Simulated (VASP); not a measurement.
A cell of Ge (diamond) near equilibrium:

```
Ge
1.0
    0.00000     2.83195     2.83195
    2.83195     0.00000     2.83195
    2.83195     2.83195     0.00000
Ge
2
Direct
  0.00000   0.00000   0.00000
  0.25000   0.25000   0.25000
```

The numbers are results of PBEsol GGA, VASP's PBE PAW potentials (set 64) (plane waves; VASP), not measurements.

| run | ΔE (meV/atom) | σxx | σyy | σzz | largest shear component, with its sign (GPa) | largest force (eV/Å) |
|---|---|---|---|---|---|---|
| as it is | 0.0 | 0.18 | 0.18 | 0.18 | 0.00 | 0.000 |
| after one change | 1.4 | 1.34 | 0.64 | 0.64 | 0.00 | 0.000 |
Stress is in GPa, positive when the cell is compressed.

Question: Which change was made?
A. uniaxial strain of -3.0 % along y
B. uniaxial strain of -1.0 % along x
C. isotropic strain of +0.5 %
D. uniaxial strain of -1.0 % along z

Answer: B, uniaxial strain of -1.0 % along x

The compound is Ge in the diamond structure.
